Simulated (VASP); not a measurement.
```
HgTe
1.0
    0.00000     3.23000     3.23000
    3.23000     0.00000     3.23000
    3.23000     3.23000     0.00000
Hg Te
1 1
Direct
  0.00000   0.00000   0.00000
  0.25000   0.25000   0.25000
```

Level of theory: PW91 GGA, VASP's PBE PAW potentials (set 64) (plane waves; VASP). Settings: 520 eV cut-off, 7×7×7 Γ-centred mesh, Gaussian smearing of 0.050 eV, potentials Hg Te.

Energy and stress use the plane-wave basis of the starting cell.

### Question
The ions, cell shape and volume are relaxed. Give the cell that the relaxation ends in.

### Answer

```
HgTe
1.0
    0.00000     3.32837     3.32837
    3.32837     0.00000     3.32837
    3.32837     3.32837     0.00000
Hg Te
1 1
Direct
  0.00000   0.00000   0.00000
  0.25000   0.25000   0.25000
```
Space group F-43m (216), at a tolerance of 0.03 Å.

### Question
How do energy and volume change from the first to the last step?

### Answer
The energy (σ→0) changes by -35.8 meV/atom and the volume by +9.4 %, in 3 ionic steps.

The compound is HgTe in the zinc blende structure. This run relaxes it. Symmetry was kept, so distortions that lower it aren't found.
